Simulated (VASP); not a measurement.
These are PBE GGA, VASP's PBE PAW potentials (set 64) (plane waves; VASP) values and carry that method's errors.

Input for VASP

File KPOINTS:
```
Automatic mesh
0
Gamma
7 7 2
0 0 0
```

INCAR:
```
LWAVE = F
PREC = Accurate
ISPIN = 2   ! spin-polarised
LMAXMIX = 6   ! l cut-off of mixed one-centre charges
LCHARG = F
LORBIT = 11   ! lm-projected
NELM = 100
MAGMOM = 4*4.0
EDIFF = 1E-6   ! SCF stop (eV)
LREAL = F   ! projection in real space or not
ISIF = 2
LASPH = T   ! aspherical one-centre terms
ENCUT = 300   ! plane-wave cut-off (eV)
GGA = PE   ! PBE
SIGMA = 0.1   ! width (eV)
ALGO = Normal
ISMEAR = -1   ! Fermi-Dirac
SYSTEM = Ho
```

File POSCAR:
```
Ho
1
    3.5155100000     0.0000000000     0.0000000000
   -1.7577550000     3.0445200000     0.0000000000
    0.0000000000     0.0000000000    11.3111760000
Ho
4
Direct
  0.0000000000   0.0000000000   0.0000000000
  0.0000000000   0.0000000000   0.5000000000
  0.3333330000   0.6666670000   0.2500000000
  0.6666670000   0.3333330000   0.7500000000
```

POTCAR, in this order: Ho (PBE.64 set). Program: vasp_std.

Output

OSZICAR:
```
       N       E                     dE             d eps       ncg     rms          rms(c)
DAV:   1     0.721172929776E+03    0.72117E+03   -0.19149E+04  4672   0.280E+03
DAV:   2     0.165304646026E+03   -0.55587E+03   -0.49388E+03  4608   0.478E+02
DAV:   3     0.722520895075E+01   -0.15808E+03   -0.14897E+03  4030   0.174E+02
DAV:   4    -0.198793250743E+02   -0.27105E+02   -0.26292E+02  6314   0.651E+01
DAV:   5    -0.230526089060E+02   -0.31733E+01   -0.30585E+01  6876   0.244E+01    0.710E+01
DAV:   6    -0.558339866029E+02   -0.32781E+02   -0.69766E+01  4236   0.119E+02    0.140E+02
DAV:   7    -0.309641478070E+02    0.24870E+02   -0.64754E+01  4304   0.722E+01    0.107E+02
DAV:   8    -0.322295990764E+02   -0.12655E+01   -0.41461E+01  4764   0.378E+01    0.918E+01
DAV:   9    -0.452402449671E+02   -0.13011E+02   -0.65601E+01  5166   0.476E+01    0.918E+01
DAV:  10    -0.447434993309E+02    0.49675E+00   -0.76063E+00  5032   0.223E+01    0.904E+01
DAV:  11    -0.294997952914E+02    0.15244E+02   -0.30575E+00  5306   0.149E+01    0.859E+01
DAV:  12    -0.240873391419E+02    0.54125E+01   -0.20760E+00  6488   0.108E+01    0.404E+01
DAV:  13    -0.246435859127E+02   -0.55625E+00   -0.88187E-01  5582   0.816E+00    0.528E+01
DAV:  14    -0.243077273096E+02    0.33586E+00   -0.14270E+00  5524   0.795E+00    0.258E+01
DAV:  15    -0.251225957647E+02   -0.81487E+00   -0.11421E+00  5562   0.148E+01    0.228E+01
DAV:  16    -0.258661517771E+02   -0.74356E+00   -0.96104E-01  4930   0.112E+01    0.169E+01
DAV:  17    -0.260431897583E+02   -0.17704E+00   -0.30177E-01  5738   0.627E+00    0.136E+01
DAV:  18    -0.261424474061E+02   -0.99258E-01   -0.16557E-01  5746   0.521E+00    0.130E+01
DAV:  19    -0.261845419813E+02   -0.42095E-01   -0.60301E-02  6348   0.206E+00    0.121E+01
DAV:  20    -0.261360301699E+02    0.48512E-01   -0.20893E-02  6800   0.172E+00    0.111E+01
DAV:  21    -0.260497548219E+02    0.86275E-01   -0.21220E-02  5934   0.256E+00    0.931E+00
DAV:  22    -0.259358476297E+02    0.11391E+00   -0.41121E-02  5910   0.339E+00    0.624E+00
DAV:  23    -0.258859057583E+02    0.49942E-01   -0.46231E-02  5884   0.367E+00    0.285E+00
DAV:  24    -0.258967259004E+02   -0.10820E-01   -0.23782E-02  5788   0.103E+00    0.302E+00
DAV:  25    -0.258981486156E+02   -0.14227E-02   -0.36414E-03  6808   0.319E-01    0.320E+00
DAV:  26    -0.259002028497E+02   -0.20542E-02   -0.47431E-04  7084   0.162E-01    0.339E+00
DAV:  27    -0.259008661261E+02   -0.66328E-03   -0.83596E-04  6480   0.129E-01    0.344E+00
DAV:  28    -0.258985475448E+02    0.23186E-02   -0.26798E-04  5838   0.220E-01    0.328E+00
DAV:  29    -0.258994495041E+02   -0.90196E-03   -0.39238E-05  5426   0.722E-02    0.330E+00
DAV:  30    -0.259032872751E+02   -0.38378E-02   -0.71505E-04  5226   0.707E-01    0.394E+00
DAV:  31    -0.258980001850E+02    0.52871E-02   -0.14980E-03  5232   0.944E-01    0.301E+00
DAV:  32    -0.258950035918E+02    0.29966E-02   -0.46452E-03  5726   0.156E+00    0.138E+00
DAV:  33    -0.258951636461E+02   -0.16005E-03   -0.17741E-03  6234   0.838E-01    0.825E-01
DAV:  34    -0.258952038440E+02   -0.40198E-04   -0.13050E-03  5810   0.623E-01    0.121E+00
DAV:  35    -0.258948746790E+02    0.32917E-03   -0.72584E-04  5036   0.435E-01    0.772E-01
DAV:  36    -0.258955152229E+02   -0.64054E-03   -0.20367E-04  5718   0.209E-01    0.868E-01
DAV:  37    -0.258959054073E+02   -0.39018E-03   -0.64296E-05  6278   0.938E-02    0.866E-01
DAV:  38    -0.258956806241E+02    0.22478E-03   -0.10642E-04  6042   0.201E-01    0.647E-01
DAV:  39    -0.258956884298E+02   -0.78057E-05   -0.31828E-05  6736   0.663E-02    0.593E-01
DAV:  40    -0.258957410278E+02   -0.52598E-04   -0.15087E-05  5496   0.505E-02    0.602E-01
DAV:  41    -0.258957508559E+02   -0.98281E-05   -0.54258E-05  6428   0.134E-01    0.526E-01
DAV:  42    -0.258955945480E+02    0.15631E-03   -0.67348E-05  6214   0.158E-01    0.328E-01
DAV:  43    -0.258956778608E+02   -0.83313E-04   -0.34028E-05  5370   0.152E-01    0.358E-01
DAV:  44    -0.258956239795E+02    0.53881E-04   -0.50375E-05  6198   0.107E-01    0.296E-01
DAV:  45    -0.258956117661E+02    0.12213E-04   -0.22016E-05  6240   0.482E-02    0.242E-01
DAV:  46    -0.258956282976E+02   -0.16532E-04   -0.17534E-05  4730   0.221E-02    0.249E-01
DAV:  47    -0.258956299121E+02   -0.16145E-05   -0.66354E-07  2248   0.643E-03    0.252E-01
DAV:  48    -0.258956287138E+02    0.11983E-05   -0.42629E-07  2000   0.655E-03    0.253E-01
DAV:  49    -0.258956293343E+02   -0.62048E-06   -0.29547E-07  1994   0.440E-03
   1 F= -.25895629E+02 E0= -.25617688E+02  d E =-.555883E+00  mag=    14.8624
```

OUTCAR:
```
------------------------ aborting loop because EDIFF is reached ----------------------------------------
  FORCE on cell =-STRESS in cart. coord.  units (eV):
  Direction    XX          YY          ZZ          XY          YZ          ZX
  --------------------------------------------------------------------------------------
  Total        1.9565848      1.9565835      2.5423750      0.0000000      0.0000000      0.0000000
  in kB       25.8937127     25.8936963     33.6461412      0.0000000      0.0000000      0.0000000
  external PRESSURE =      28.4778500 kB  Pullay stress =       0.0000000 kB
  volume of cell :      121.06
      direct lattice vectors                 reciprocal lattice vectors
     3.515510000  0.000000000  0.000000000     0.284453749  0.164229501  0.000000000
    -1.757755000  3.044520000  0.000000000     0.000000000  0.328459002  0.000000000
     0.000000000  0.000000000 11.311176000     0.000000000  0.000000000  0.088408137
 POSITION                                       TOTAL-FORCE (eV/Angst)
 -----------------------------------------------------------------------------------
      0.00000      0.00000      0.00000        -0.000000     -0.000000      0.000000
      0.00000      0.00000      5.65559        -0.000000     -0.000000      0.000000
     -0.00000      2.02968      2.82779         0.000000      0.000000      0.000000
      1.75776      1.01484      8.48338        -0.000000     -0.000000      0.000000
 -----------------------------------------------------------------------------------
    total drift:                                0.000000     -0.000000      0.000000
  FREE ENERGIE OF THE ION-ELECTRON SYSTEM (eV)
  ---------------------------------------------------
  free  energy   TOTEN  =       -25.8956293343 eV

  energy  without entropy=      -25.3397463406  energy(sigma->0) =      -25.61768784

 total charge

# of ion       s       p       d       f       tot
--------------------------------------------------
    1        2.125   5.690   0.459  10.267  18.541
    2        2.125   5.690   0.459  10.267  18.541
    3        2.126   5.691   0.443  10.312  18.572
    4        2.126   5.691   0.443  10.312  18.572
--------------------------------------------------
tot          8.502  22.761   1.803  41.158  74.225

 magnetization (x)

# of ion       s       p       d       f       tot
--------------------------------------------------
    1        0.005  -0.018   0.071   3.539   3.598
    2        0.005  -0.018   0.071   3.539   3.598
    3        0.005  -0.016   0.058   3.473   3.520
    4        0.005  -0.016   0.058   3.473   3.520
--------------------------------------------------
tot          0.020  -0.068   0.258  14.024  14.235
```
(Selected blocks of OUTCAR.)

At this cut-off the stress carries a Pulay error, which pulls relaxed volumes low.

The structure was generated: Ho was put into an ordered model structure, which need not be its known phase. The cell was not relaxed at this level.
